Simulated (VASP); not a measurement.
A VASP calculation is set up with these files.

INCAR:
```
LCHARG = .False.
LMAXMIX = 4   # l cut-off of mixed one-centre charges
SYSTEM = V
ENCUT = 300   # plane-wave cut-off (eV)
ISMEAR = 0
PREC = Accurate
LREAL = .False.
EDIFF = 1E-6
ISIF = 2   # forces and stress, cell fixed
ALGO = Normal   # blocked Davidson
SIGMA = 0.136   # width (eV)
LASPH = .True.   # aspherical one-centre terms
GGA = PE   # PBE
NELM = 100
LWAVE = .False.
```

POSCAR:
```
V
1.0
 -1.5281820000   1.5281820000   1.5281820000
  1.5281820000  -1.5281820000   1.5281820000
  1.5281820000   1.5281820000  -1.5281820000
V
1
Direct
  0.0000000000   0.0000000000   0.0000000000
```

File KPOINTS:
```
Automatic mesh
0
Gamma
20 20 20
0 0 0
```

POTCAR, in this order: V_sv (PBE.64 set). Program: vasp_std.

Q: Write an equivalent input for Quantum ESPRESSO's pw.x.

A: One equivalent input (not run):
```
&CONTROL
  calculation = 'scf'
  pseudo_dir = './pseudo'
  outdir = './out'
  tprnfor = .true.
  tstress = .true.
/
&SYSTEM
  ibrav = 0
  nat = 1
  ntyp = 1
  ecutwfc = 84
  occupations = 'smearing'
  smearing = 'gaussian'
  degauss = 0.009996
  input_dft = 'pbe'
/
&ELECTRONS
  conv_thr = 7.3e-08
  electron_maxstep = 100
/
ATOMIC_SPECIES
  V 50.941 V.upf
CELL_PARAMETERS angstrom
    -1.5281820    1.5281820    1.5281820
     1.5281820   -1.5281820    1.5281820
     1.5281820    1.5281820   -1.5281820
ATOMIC_POSITIONS crystal
  V    0.0000000  0.0000000  0.0000000
K_POINTS automatic
  20 20 20 0 0 0
```
The two are equivalent in intent, not identical: the potentials are each code's own (VASP's PAW set, PseudoDojo norm-conserving files in pw.x), so ENCUT and ecutwfc are chosen apart and not converted; conv_thr bounds pw.x's estimated SCF error, while EDIFF bounds the energy change between steps.

The structure comes from a computed database's V entry; how it stands against other phases isn't given here. The cell was not relaxed at this level.
